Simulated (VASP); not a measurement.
# Sc2GeO: structure and properties in VASP, part 3 of 4

Wanted: the relaxed cell of Sc2GeO and its properties. The cell is invented: it takes the structure of a Materials Project entry for Sc2CO (space group 166 there), with some of its atoms replaced by other elements, volume scaled by an estimate. It may not be a known or stable phase.

VASP 6.6.1, plane waves and PAW; the level of theory is named at each step.

So far. Step 4 (Second relaxation): It ends with a largest force of 0.006 eV/Å and a pressure of 0.06 GPa. The volume moved by only 0.06 %, so the volume is settled. Step 5 (Density, ELF and potential (PBE + D3)): In this run the pressure is 0.01 GPa, small enough to go on; single stress components reach 0.06 GPa. The relaxed cell has a = 3.222, c = 19.819 Å (conventional setting).

**6. Band structure (PBE + D3)**

Level of this step: PBE with D3; plane waves and PAW (Ge_d, Sc_sv, O); invented cell (VASP).

The mesh alone shows little of the dispersion and can miss band extrema, so KPOINTS_OPT adds a path through the symmetry points after the self-consistent cycle.

INCAR reads:

```
SYSTEM = Sc2GeO
PREC = Accurate
ENCUT = 520
EDIFF = 1E-06
NELM = 100
ISMEAR = 0
SIGMA = 0.05
LREAL = .FALSE.
ALGO = Normal
GGA = PE
IVDW = 11
NBANDS = 35
LORBIT = 11
LWAVE = .FALSE.
LCHARG = .FALSE.
KPAR = 2
```

POSCAR reads:

```
Sc2GeO
1.0
    1.6107926283      0.9299913879      6.6062620580
   -1.6107926283      0.9299913879      6.6062620580
    0.0000000000     -1.8599827759      6.6062620580
Ge Sc O
1 2 1
Direct
    0.5000000000      0.5000000000      0.5000000000
    0.2707130117      0.2707130117      0.2707130117
    0.7292869883      0.7292869883      0.7292869883
    0.0000000000      0.0000000000      0.0000000000
```

KPOINTS reads:

```
Automatic mesh
0
Gamma
8 8 8
0 0 0
```

KPOINTS_OPT reads:

```
Line mode
16
Line-mode
Reciprocal
  0.00000000   0.00000000   0.00000000 GAMMA
  0.50000000   0.00000000   0.00000000 L

  0.50000000   0.00000000   0.00000000 L
  0.50000000   0.17987826  -0.17987826 B1

  0.82012174   0.50000000   0.17987826 B
  0.50000000   0.50000000   0.50000000 Z

  0.50000000   0.50000000   0.50000000 Z
  0.00000000   0.00000000   0.00000000 GAMMA

  0.00000000   0.00000000   0.00000000 GAMMA
  0.33993913   0.00000000  -0.33993913 X

  0.66006087   0.33993913   0.00000000 Q
  0.50000000   0.50000000   0.00000000 F

  0.50000000   0.50000000   0.00000000 F
  0.66006087   0.66006087   0.17987826 P1

  0.66006087   0.66006087   0.17987826 P1
  0.50000000   0.50000000   0.50000000 Z

  0.50000000   0.00000000   0.00000000 L
  0.82012174   0.33993913   0.33993913 P
```

Potentials, in the order of the species: Ge_d, Sc_sv and O (PBE family, release 64).

Launch:

```console
mpirun -np 2 vasp_std
```

Output:

```text
[... set-up lines as in an earlier step ...]
 entering main loop
       N       E                     dE             d eps       ncg     rms          rms(c)
DAV:   1     0.538240999901E+03    0.53824E+03   -0.19020E+04  5189   0.235E+03
DAV:   2     0.394434301281E+02   -0.49880E+03   -0.47711E+03  4558   0.630E+02
DAV:   3    -0.288787896473E+02   -0.68322E+02   -0.65590E+02  5399   0.187E+02
DAV:   4    -0.328524261489E+02   -0.39736E+01   -0.39337E+01  6809   0.514E+01
DAV:   5    -0.329329611309E+02   -0.80535E-01   -0.80480E-01  6670   0.740E+00    0.151E+01
DAV:   6    -0.291313755610E+02    0.38016E+01   -0.11978E+01  7106   0.324E+01    0.620E+00
DAV:   7    -0.289798019083E+02    0.15157E+00   -0.11131E+00  6149   0.870E+00    0.366E+00
DAV:   8    -0.289237111053E+02    0.56091E-01   -0.27888E-01  7052   0.455E+00    0.577E-01
DAV:   9    -0.289190336025E+02    0.46775E-02   -0.22019E-02  6851   0.150E+00    0.240E-01
DAV:  10    -0.289188051483E+02    0.22845E-03   -0.32591E-03  6458   0.555E-01    0.119E-01
DAV:  11    -0.289188293059E+02   -0.24158E-04   -0.48246E-04  6993   0.206E-01    0.479E-02
DAV:  12    -0.289188160457E+02    0.13260E-04   -0.33087E-05  6684   0.478E-02    0.931E-03
DAV:  13    -0.289188167600E+02   -0.71435E-06   -0.29393E-06  4379   0.133E-02
   1 F= -.30067560E+02 E0= -.30065659E+02  d E =-.380246E-02
 Start KPOINTS_OPT (optional k-point list driver)
k-point batch [1-65\144]
       N       E                     dE             ncg
DAV:   1    -0.306031828330E+04   -0.61809E+05     5202
DAV:   2    -0.346517560503E+05   -0.31591E+05     4550
DAV:   3    -0.385913011595E+05   -0.39395E+04     5293
DAV:   4    -0.388327469667E+05   -0.24145E+03     6747
DAV:   5    -0.388369033031E+05   -0.41563E+01     6191
DAV:   6    -0.388370555579E+05   -0.15225E+00     6375
DAV:   7    -0.388370598292E+05   -0.42713E-02     6356
DAV:   8    -0.388370598769E+05   -0.47636E-04     5831
DAV:   9    -0.388370598777E+05   -0.84814E-06     3500
[...]
k-point batch [131-144\144]
       N       E                     dE             ncg
DAV:   1     0.710332216536E+05   -0.23662E+05     1078
DAV:   2     0.639815228010E+05   -0.70517E+04      980
DAV:   3     0.631057751135E+05   -0.87575E+03     1101
DAV:   4     0.630520670075E+05   -0.53708E+02     1445
DAV:   5     0.630509660966E+05   -0.11009E+01     1329
DAV:   6     0.630509354351E+05   -0.30662E-01     1300
DAV:   7     0.630509343689E+05   -0.10662E-02     1396
DAV:   8     0.630509343578E+05   -0.11085E-04     1310
DAV:   9     0.630509343576E+05   -0.18030E-06      719
```

Wall time 10 min (2 MPI ranks of AMD EPYC 7R43, shared host); peak memory 0.83 GiB; 21 min of CPU time.

From OUTCAR (step 6):

```text
   k-points           NKPTS =     65   k-points in BZ     NKDIM =     65   number of bands    NBANDS=     35

   NELECT =      42.0000    total number of electrons

 E-fermi :   7.1276

 k-point     1 :       0.0000    0.0000    0.0000
  band No.  band energies     occupation
    ...
     16      -0.3872      2.00000
     17       0.9858      2.00000
     18       0.9858      2.00000
     19       4.2129      2.00000
     20       6.5736      2.00000
     21       7.9711      0.00000
     22       7.9711      0.00000
     23       8.2677      0.00000
     24       8.8156      0.00000
     25       9.0049      0.00000
    ...

 Edisp (eV)   -1.14874

  Total      -0.00292    -0.00292     0.02335     0.00000    -0.00000     0.00000
  in kB      -0.07872    -0.07872     0.63015     0.00000    -0.00000     0.00000
  external pressure =        0.16 kB  Pullay stress =        0.00 kB

 POSITION                                       TOTAL-FORCE (eV/Angst)
 -----------------------------------------------------------------------------------
      0.00000     -0.00000      9.90939         0.000000     -0.000000     -0.000000
      0.00000     -0.00000      5.36520         0.000000      0.000000     -0.004386
      0.00000     -0.00000     14.45358         0.000000     -0.000000      0.004386
      0.00000      0.00000      0.00000         0.000000     -0.000000      0.000000
 -----------------------------------------------------------------------------------
    total drift:                               -0.000000     -0.000000      0.000000

  FREE ENERGIE OF THE ION-ELECTRON SYSTEM (eV)
  ---------------------------------------------------
  free  energy   TOTEN  =       -30.0675599509 eV

  energy  without entropy=      -30.0637574894  energy(sigma->0) =      -30.06565872

[... 8 parts as in an earlier step ...]

[... 8 further parts left out ...]
```

Spin-orbit coupling is off here; it would split degenerate levels.

This step gave:

```
SCF cycles : 13
bands      : 35
pressure   : 0.01576 GPa
```

Electronic bands along the path, in eV, zero at the Fermi level; # counts the bands kept in this run, so #1 is VASP's band 15:

| point | #4 | #5 | #6 | #7 | #8 | #9 | #10 | #11 |
| --- | --- | --- | --- | --- | --- | --- | --- | --- |
| Γ | -6.14 | -2.91 | -0.55 | 0.84 | 0.84 | 1.14 | 1.69 | 1.88 |
| 0.47 of the way | -6.18 | -2.98 | -0.96 | -0.50 | 0.74 | 0.92 | 1.16 | 2.06 |
| L | -6.26 | -4.69 | -2.53 | -1.06 | 0.56 | 0.73 | 1.66 | 2.50 |
| 0.47 of the way | -6.36 | -4.33 | -2.41 | -1.29 | -0.48 | 1.01 | 1.83 | 2.04 |
| B1 | -6.33 | -3.43 | -3.18 | -2.33 | 0.44 | 0.84 | 1.47 | 1.58 |
| jump to B | -6.33 | -3.43 | -3.18 | -2.33 | 0.44 | 0.84 | 1.47 | 1.58 |
| 0.53 of the way | -6.22 | -3.09 | -1.55 | -0.31 | 0.50 | 1.30 | 1.43 | 1.51 |
| Z | -6.14 | -4.30 | 0.55 | 0.69 | 0.78 | 0.78 | 1.57 | 1.57 |
| 0.47 of the way | -6.14 | -3.74 | 0.11 | 0.81 | 0.81 | 0.92 | 1.63 | 1.63 |
| Γ | -6.14 | -2.91 | -0.55 | 0.84 | 0.84 | 1.14 | 1.69 | 1.88 |
| 0.47 of the way | -6.29 | -2.96 | -1.37 | -0.54 | 0.35 | 0.54 | 1.30 | 2.29 |
| X | -6.33 | -3.35 | -3.28 | -2.32 | 0.44 | 0.97 | 1.15 | 1.77 |
| jump to Q | -6.33 | -3.35 | -3.28 | -2.32 | 0.44 | 0.97 | 1.15 | 1.77 |
| 0.47 of the way | -6.39 | -4.13 | -2.30 | -1.91 | 0.12 | 1.17 | 1.40 | 2.14 |
| F | -6.27 | -4.43 | -2.21 | -1.65 | 0.89 | 1.37 | 1.48 | 2.48 |
| 0.47 of the way | -6.27 | -4.44 | -2.23 | -1.63 | 0.89 | 1.29 | 1.54 | 2.47 |
| P1 | -6.26 | -4.46 | -2.28 | -1.53 | 0.88 | 1.14 | 1.63 | 2.43 |
| 0.53 of the way | -6.18 | -3.27 | -1.31 | -0.23 | 1.21 | 1.28 | 1.49 | 1.50 |
| Z | -6.14 | -4.30 | 0.55 | 0.69 | 0.78 | 0.78 | 1.57 | 1.57 |
| jump to L | -6.26 | -4.69 | -2.53 | -1.06 | 0.56 | 0.73 | 1.66 | 2.50 |
| 0.53 of the way | -6.26 | -4.60 | -2.44 | -1.24 | 0.77 | 0.78 | 1.67 | 2.47 |
| P | -6.26 | -4.46 | -2.28 | -1.53 | 0.88 | 1.14 | 1.63 | 2.43 |

Of the projections kept (Ge, Sc, O), the largest for each band there, as a share of the weight inside these atoms' spheres; weight between the spheres isn't counted:

| point | #4 | #5 | #6 | #7 | #8 | #9 | #10 | #11 |
| --- | --- | --- | --- | --- | --- | --- | --- | --- |
| Γ | O 0.80 | Ge 0.45 | Sc 0.88 | Sc 0.99 | Sc 0.99 | Sc 0.81 | Sc 0.86 | Sc 0.98 |
| L | O 0.79 | Ge 0.70 | Sc 0.60 | Sc 0.92 | Sc 0.73 | Sc 0.62 | Sc 0.90 | Sc 0.92 |
| B1 | O 0.79 | Ge 0.63 | Ge 0.58 | Sc 0.59 | Sc 0.87 | Sc 0.89 | Sc 0.82 | Sc 0.91 |
| B | O 0.79 | Ge 0.63 | Ge 0.58 | Sc 0.59 | Sc 0.87 | Sc 0.89 | Sc 0.82 | Sc 0.91 |
| Z | O 0.80 | Sc 0.47 | Sc 0.66 | Sc 0.98 | Sc 0.96 | Sc 0.96 | Sc 0.93 | Sc 0.93 |
| Γ | O 0.80 | Ge 0.45 | Sc 0.88 | Sc 0.99 | Sc 0.99 | Sc 0.81 | Sc 0.86 | Sc 0.98 |

There is no gap at this level.

**7. Total and projected DOS (PBE + D3)**

Here the states are counted by energy and projected on the atoms. The mesh is finer than in the run before.

INCAR, as its differences from that of step 6:

```diff
@@ -5,3 +5,3 @@
 NELM = 100
-ISMEAR = 0
+ISMEAR = -5
 SIGMA = 0.05
@@ -16 +16,2 @@
 KPAR = 2
+NEDOS = 2001
```

POSCAR is that of step 6.

KPOINTS reads:

```
Automatic mesh
0
Gamma
12 12 12
0 0 0
```

Launch:

```console
mpirun -np 2 vasp_std
```

Output:

```text
[... set-up lines as in an earlier step ...]
 entering main loop
       N       E                     dE             d eps       ncg     rms          rms(c)
DAV:   1     0.539739809949E+03    0.53974E+03   -0.19038E+04 15022   0.235E+03
DAV:   2     0.396613496633E+02   -0.50008E+03   -0.47928E+03 13246   0.634E+02
DAV:   3    -0.288157266185E+02   -0.68477E+02   -0.65725E+02 15711   0.187E+02
DAV:   4    -0.328485357485E+02   -0.40328E+01   -0.39864E+01 19878   0.514E+01
DAV:   5    -0.329306599847E+02   -0.82124E-01   -0.82003E-01 18981   0.740E+00    0.151E+01
DAV:   6    -0.291268466306E+02    0.38038E+01   -0.11789E+01 20709   0.321E+01    0.620E+00
DAV:   7    -0.289789603156E+02    0.14789E+00   -0.10988E+00 17802   0.853E+00    0.364E+00
DAV:   8    -0.289217049238E+02    0.57255E-01   -0.26244E-01 20596   0.447E+00    0.511E-01
DAV:   9    -0.289181617290E+02    0.35432E-02   -0.18706E-02 19718   0.144E+00    0.239E-01
DAV:  10    -0.289179958593E+02    0.16587E-03   -0.25645E-03 19775   0.499E-01    0.729E-02
DAV:  11    -0.289180147595E+02   -0.18900E-04   -0.22099E-04 20222   0.166E-01    0.390E-02
DAV:  12    -0.289180168076E+02   -0.20481E-05   -0.31703E-05 19002   0.435E-02    0.753E-03
DAV:  13    -0.289180160685E+02    0.73914E-06   -0.11120E-06  8435   0.111E-02
   1 F= -.30066759E+02 E0= -.30066759E+02  d E =0.000000E+00
 -----------------------------------------------------------------------------
|                                                                             |
|           W    W    AA    RRRRR   N    N  II  N    N   GGGG   !!!           |
|           W    W   A  A   R    R  NN   N  II  NN   N  G    G  !!!           |
|           W    W  A    A  R    R  N N  N  II  N N  N  G       !!!           |
|           W WW W  AAAAAA  RRRRR   N  N N  II  N  N N  G  GGG   !            |
|           WW  WW  A    A  R   R   N   NN  II  N   NN  G    G                |
|           W    W  A    A  R    R  N    N  II  N    N   GGGG   !!!           |
|                                                                             |
|     Tetrahedron method does not include variations of the Fermi             |
|     occupations, so forces and stress will be inaccurate. We suggest        |
|     using a different smearing scheme ISMEAR = 1 or 2 for metals in         |
|     relaxations.                                                            |
|                                                                             |
 -----------------------------------------------------------------------------
```

Wall time 13 min (2 MPI ranks); peak memory 1.2 GiB; 26 min of CPU time.

OUTCAR, selected parts (step 7):

```text
   k-points           NKPTS =    189   k-points in BZ     NKDIM =    189   number of bands    NBANDS=     35

   NELECT =      42.0000    total number of electrons

 E-fermi :   7.1334

 k-point     1 :       0.0000    0.0000    0.0000
  band No.  band energies     occupation
    ...
     16      -0.3780      2.00000
     17       1.0015      2.00000
     18       1.0015      2.00000
     19       4.2085      2.00000
     20       6.5782      2.00000
     21       7.9789      0.00000
     22       7.9789      0.00000
     23       8.2774      0.00000
     24       8.8287      0.00000
     25       9.0151      0.00000
    ...

 Edisp (eV)   -1.14874

  Total      -0.11105    -0.11105     0.19642     0.00000    -0.00000     0.00000
  in kB      -2.99641    -2.99641     5.29992     0.00000    -0.00000     0.00000
  external pressure =       -0.23 kB  Pullay stress =        0.00 kB

 POSITION                                       TOTAL-FORCE (eV/Angst)
 -----------------------------------------------------------------------------------
      0.00000     -0.00000      9.90939         0.000000     -0.000000     -0.000000
      0.00000     -0.00000      5.36520        -0.000000     -0.000000      0.083067
      0.00000     -0.00000     14.45358        -0.000000      0.000000     -0.083067
      0.00000      0.00000      0.00000        -0.000000     -0.000000      0.000000
 -----------------------------------------------------------------------------------
    total drift:                               -0.000000     -0.000000      0.000000

  FREE ENERGIE OF THE ION-ELECTRON SYSTEM (eV)
  ---------------------------------------------------
  free  energy   TOTEN  =       -30.0667592593 eV

  energy  without entropy=      -30.0667592593  energy(sigma->0) =      -30.06675926

[... 6 parts as in an earlier step ...]

[... 10 further parts left out ...]
```

Force components of up to 0.08 eV/Å appear here. Mesh or smearing differ from those of the relaxation, so its positions hold an error of that kind, and the forces of a metal with tetrahedra are inexact too. With tetrahedra the forces and stress of a metal are not exact derivatives of the energy.

Numbers from this step:

```
irreducible k-points                                 : 189
Fermi energy                                         : 7.133 eV
pressure                                             : -0.02310 GPa
DOS at the Fermi level, one point of the energy grid : 2.832 states/eV/cell
```

The density of states has structure finer than the step of the table below, so its rows give means over 0.5 eV, whole bins alone (the curve runs from -12.0 to 1.99 eV). Peaks (eV: height): total -6.63: 6.87, -6.43: 11.1, -6.36: 13.6, 1.45: 9.47; Sc d -6.36: 1.41, -2.54: 1.02, 0.87: 3.03, 1.45: 6.22; Ge p -3.05: 0.743, -2.54: 1.12, -2.31: 0.814, 0.81: 0.400; O p -7.14: 2.94, -6.43: 6.32, -6.36: 7.89; Ge s -8.02: 0.841, -7.68: 0.434.

States under -12.0 eV and over 2.0 eV are left out. Table of density of states by energy, zero at the Fermi level; means over each step; values in states/eV/cell:

| energy (eV) | total | Sc d | Ge p | O p | Ge s |
| --- | --- | --- | --- | --- | --- |
| -11.5 | 0 | 0 | 0 | 0 | 0 |
| -11.0 | 0.143 | 4.8e-4 | 4.0e-4 | 8.5e-4 | 0.0708 |
| -10.5 | 0.456 | 0.00390 | 0.00432 | 0.00295 | 0.224 |
| -10.0 | 0.471 | 0.00748 | 0.00849 | 0.00416 | 0.230 |
| -9.5 | 0.498 | 0.0118 | 0.0116 | 0.00627 | 0.244 |
| -9.0 | 0.543 | 0.0174 | 0.0136 | 0.00997 | 0.269 |
| -8.5 | 0.654 | 0.0269 | 0.0137 | 0.0174 | 0.333 |
| -8.0 | 0.894 | 0.0451 | 0.0105 | 0.0274 | 0.482 |
| -7.5 | 1.19 | 0.0823 | 0.00736 | 0.407 | 0.210 |
| -7.0 | 3.22 | 0.247 | 0.0183 | 1.57 | 0.0645 |
| -6.5 | 6.77 | 0.699 | 0.0109 | 3.85 | 0.0535 |
| -6.0 | 1.72 | 0.226 | 0.00117 | 1.05 | 0.00161 |
| -5.5 | 0 | 0 | 0 | 0 | 0 |
| -5.0 | 0 | 0 | 0 | 0 | 0 |
| -4.5 | 0.310 | 0.0243 | 0.0930 | 0.00657 | 0.00426 |
| -4.0 | 0.849 | 0.0758 | 0.242 | 0.0203 | 0.0172 |
| -3.5 | 1.19 | 0.123 | 0.315 | 0.0406 | 0.0276 |
| -3.0 | 1.73 | 0.231 | 0.435 | 0.0893 | 0.0226 |
| -2.5 | 2.57 | 0.568 | 0.641 | 0.0391 | 0.0255 |
| -2.0 | 0.807 | 0.221 | 0.180 | 0.0101 | 0.0179 |
| -1.5 | 1.24 | 0.541 | 0.161 | 0.0118 | 0.0131 |
| -1.0 | 1.39 | 0.724 | 0.131 | 0.0182 | 0.00862 |
| -0.5 | 1.10 | 0.608 | 0.0744 | 0.0238 | 0.00567 |
| 0.0 | 2.14 | 1.16 | 0.181 | 0.0761 | 0.0229 |
| 0.5 | 2.28 | 1.30 | 0.216 | 0.0664 | 0.0184 |
| 1.0 | 4.12 | 2.45 | 0.288 | 0.156 | 0.0197 |
| 1.5 | 5.08 | 3.32 | 0.131 | 0.183 | 0.0450 |

Force by atom:

| atom | x (eV/Å) | y (eV/Å) | z (eV/Å) | size |
| --- | --- | --- | --- | --- |
| Ge1 | 0.0000 | 0.0000 | 0.0000 | 0.0000 |
| Sc2 | 0.0000 | 0.0000 | 0.0831 | 0.0831 |
| Sc3 | 0.0000 | 0.0000 | -0.0831 | 0.0831 |
| O4 | 0.0000 | 0.0000 | 0.0000 | 0.0000 |

The finer mesh and the other smearing move the Fermi level by +0.01 eV from the 8×8×8 run, a small shift, which tests the Fermi level alone. Of the states within 0.3 eV of the Fermi level, the largest shares in the PAW spheres are Sc d 55 % and Ge p 8 %. The rest lies in smaller channels or between the spheres.

[end of part 3 of 4]

[Lines on the potential files, build, host, timing and source positions are cut from VASP's logs without a mark.]

[Logs are printed without paths, hosts, clocks, repeated set-up lines and the standing remarks that a program may print on its own settings, such as how far it seeks lower states.]

[Hosts, paths, dates, database ids (printed as entryN), source tags and the programs' standing remarks are cut or masked in the printed files.]

[A measured line is paired with the nearest computed mode of its activity, which favours agreement.]

[In band tables of VASP the shares of atoms and orbitals are scaled to a sum of 1 inside the atoms' spheres.]
